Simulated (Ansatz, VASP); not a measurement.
# Hf3Si8O22 in two plane-wave programs, part 2 of 2

One calculation is typed for both programs; each brings its own data sets. How far apart do they land? Of the first pair: The structure shown is the start of the Ansatz relaxation below; VASP solves that cell, so the two are compared at the walk's first step.

VASP 6.6.1 and Ansatz 0.2.0.

So far. Step 3 (VASP: single point, PBE, start cell, pair 1): The run ends at a pressure of 5.55 GPa, with forces up to 4.7 eV/Å.

**6. VASP: single point, PBE, relaxed cell, pair 2**

Level of this step: PBE; plane waves and PAW (Hf_pv, Si, O) (VASP).

The same cell, functional, mesh and smearing now go to VASP, with its own data sets.

File INCAR:

```
SYSTEM = Hf3Si8O22
PREC = Accurate
ENCUT = 600
EDIFF = 1E-06
NELM = 120
ISMEAR = -1
SIGMA = 0.05
LREAL = Auto
ALGO = Normal
GGA = PE
NBANDS = 120
LASPH = .TRUE.
LORBIT = 11
LWAVE = .FALSE.
LCHARG = .FALSE.
ISIF = 2
GGA_COMPAT = .FALSE.
EFERMI = MIDGAP
KPAR = 4
```

File POSCAR:

```
Hf3Si8O22
1.0
    7.9641579093     -0.1131613215      0.2269021047
   -0.1131613215      7.6407571836     -0.1779432520
    0.2269021047     -0.1779432520      7.7012511649
Hf Si O
3 8 22
Direct
    0.2604369715      0.5767853532      0.8019708230
    0.4050569839      0.1450658273      0.0935956619
    0.7315900215      0.9424667864      0.3826675518
    0.5994806251      0.6262611524      0.0656656390
    0.4512964313      0.9399006552      0.6747694287
    0.9314372210      0.7258356431      0.8406381424
    0.2793989034      0.2405047796      0.5476388286
    0.1213197989      0.7960389257      0.1979808392
    0.1346242936      0.4025035829      0.2139701651
    0.7773625975      0.2758943678      0.0914203435
    0.9206166991      0.1221960467      0.7143789945
    0.6620437530      0.1141235495      0.1845139159
    0.2381291806      0.3384742617      0.0309449591
    0.4614073458      0.0593078550      0.8599454784
    0.0204682219      0.5728121689      0.7210646720
    0.1156041099      0.1902418764      0.6711742176
    0.9331269954      0.3513422591      0.2052489563
    0.8137775768      0.1435826067      0.5470992286
    0.9633067332      0.8788830451      0.3093204058
    0.4109144648      0.0789849123      0.5208863671
    0.2989598119      0.7982952671      0.6889466760
    0.6253440846      0.7415401723      0.2415130576
    0.6147880233      0.4074450354      0.0947715578
    0.9314875277      0.9179394327      0.7642634070
    0.2351270714      0.2772501133      0.3431222945
    0.1655657989      0.6062671878      0.2773446846
    0.0710496346      0.7329051351      0.9984047920
    0.2732476736      0.9437745061      0.1770990298
    0.6215573253      0.8485626271      0.5994776046
    0.8474351592      0.2259507148      0.8954559097
    0.3705356086      0.4113975642      0.6318064981
    0.7494694258      0.6681206101      0.9205398365
    0.4224519271      0.6465699789      0.9830050336
```

File KPOINTS:

```
Automatic mesh
0
Gamma
2 2 2
0 0 0
```

PAW data sets: Hf_pv, Si and O (PBE family, release 64).

Launch:

```bash
$ mpirun -np 4 vasp_std
```

The program printed:

```text
[... set-up lines as in an earlier step ...]
 entering main loop
       N       E                     dE             d eps       ncg     rms          rms(c)
DAV:   1     0.145167637055E+04    0.14517E+04   -0.11156E+05  1936   0.169E+03
DAV:   2    -0.197628002668E+03   -0.16493E+04   -0.16052E+04  2376   0.390E+02
DAV:   3    -0.318207007457E+03   -0.12058E+03   -0.11997E+03  2176   0.107E+02
DAV:   4    -0.320572424961E+03   -0.23654E+01   -0.23567E+01  2368   0.157E+01
[...]
DAV:  15    -0.277126476875E+03    0.42672E-05   -0.10844E-04  2256   0.453E-02    0.255E-02
DAV:  16    -0.277126481084E+03   -0.42089E-05   -0.24641E-05  2144   0.191E-02    0.220E-02
DAV:  17    -0.277126480096E+03    0.98788E-06   -0.86071E-06  2144   0.127E-02
   1 F= -.27712648E+03 E0= -.27712648E+03  d E =-.952571E-19
```

Parts of OUTCAR (step 6):

```text
  Total       -1.8401944     -2.0155095     -2.2866915     -0.1622409     -0.1476968      0.0242345
  in kB       -6.3011302     -6.9014379     -7.8300099     -0.5555397     -0.5057381      0.0829830
  external PRESSURE =      -7.0108593 kB  Pullay stress =       0.0000000 kB

 POSITION                                       TOTAL-FORCE (eV/Angst)
 -----------------------------------------------------------------------------------
      2.19086      4.23490      6.13264         0.007946      0.131280     -0.023210
      3.23076      1.04592      0.78690        -0.051577     -0.056266     -0.059350
      5.80668      7.05028      2.94531         0.007941     -0.043879      0.049394
      4.71839      4.70559      0.53029        -0.003409     -0.006752     -0.033768
      3.64094      7.01041      5.13172        -0.012934      0.018229      0.022167
      7.52672      5.29095      6.55615        -0.011726      0.042388     -0.002071
      2.32222      1.70857      4.23810        -0.038609     -0.014809     -0.033075
      0.92105      6.03338      1.41058         0.004516     -0.006803     -0.005027
      1.07517      3.02212      1.60676        -0.022315      0.007691      0.057521
      6.18056      2.00381      0.83134         0.001467     -0.001796      0.003279
      7.48020      0.70237      5.68876         0.046260      0.000038      0.065158
      5.30157      0.76424      1.55090        -0.061089     -0.077473      0.046202
      1.86522      2.55375      0.23212         0.112698     -0.085908     -0.044670
      3.86313      0.24792      6.71680        -0.029584      0.058380      0.175301
[...]
-----------------------------------------------------------------------------------
    total drift:                               -0.007963      0.003234      0.004990

  FREE ENERGIE OF THE ION-ELECTRON SYSTEM (eV)
  ---------------------------------------------------
  free  energy   TOTEN  =      -277.1264800958 eV

  energy  without entropy=     -277.1264800958  energy(sigma->0) =     -277.12648010

[... 1 part as in an earlier step ...]

[... 2 further parts left out ...]
[key lines of the parts left out:]
E-fermi :   3.1754
```

The run ends at a pressure of -0.70 GPa, with forces up to 0.23 eV/Å.

**7. Differences**

What differs besides the data sets and the points named for the pairs above, as far as they apply: the data sets hold 242 valence electrons in Ansatz (on its PAW soft_1 files) and 194 in VASP; the cutoff is 420 eV in Ansatz and 600 eV in VASP (PREC = Accurate, projectors in real space); Ansatz's pressure holds a Pulay correction, VASP's none. Total energies have different zeros and are not compared.

Compared:

```
              quantity  Ansatz   VASP  difference
        pressure (GPa)    0.03  -0.70       +0.73
gap on the k mesh (eV)   4.453  4.423      +0.030
```

Forces on 7 of the 33 atoms, those with the largest forces and the largest differences (eV/Å; atoms numbered as in POSCAR):

```
atom         Ansatz x, y, z            VASP x, y, z
 O18    0.002, 0.006, 0.005  -0.093, -0.114, -0.166
 O21  -0.002, -0.002, 0.000   -0.058, -0.192, 0.094
 O22  0.001, -0.001, -0.002     0.096, 0.162, 0.130
 O28    0.006, 0.002, 0.009    0.119, 0.173, -0.062
 O29  -0.001, -0.001, 0.007    0.121, 0.041, -0.149
 O31  0.011, -0.004, -0.005    -0.045, 0.148, 0.128
 O33    0.010, 0.004, 0.002  -0.148, -0.049, -0.151
```

The forces differ by 75 meV/Å r.m.s., where the r.m.s. force is 0.009 eV/Å in Ansatz and 0.073 eV/Å in VASP: the atoms lie near their places of rest in Ansatz, so a percentage would say little (all taken over all components). A gap on the mesh is an upper bound, since the band edges may lie between its points; neither run holds spin-orbit coupling, which can move the band edges of a compound of Hf.

**8. Outcome**

```yaml
r_m_s_force_difference_single_point_pbe_start_cell_pair_1: 5.7 % of the r.m.s. force
r_m_s_force_difference_single_point_pbe_relaxed_cell_pair_2: 75 meV/Å
difference_in_pressure_single_point_pbe_relaxed_cell_pair_2: 0.73 GPa
```

What this shows: The r.m.s. force difference is 75 meV/Å (single point, PBE, relaxed cell, pair 2), beyond the 12 meV/Å picked in this series as the mark of a large difference. The data sets hold unlike numbers of valence electrons (242 in Ansatz and 194 in VASP), so part of the differences may come from the potentials. What causes the difference of the single point, PBE, start cell, pair 1 pair stays open here. What causes the difference of the single point, PBE, relaxed cell, pair 2 pair stays open here. How closely two codes agree says nothing of how well the functional describes the real material.

[Lines on the potential files, build, host, timing and source positions are cut from VASP's logs without a mark.]

[Logs are printed without paths, hosts, clocks, repeated set-up lines and the standing remarks that a program may print on its own settings, such as how far it seeks lower states.]

[Hosts, paths, dates, database ids (printed as entryN), source tags and the programs' standing remarks are cut or masked in the printed files.]
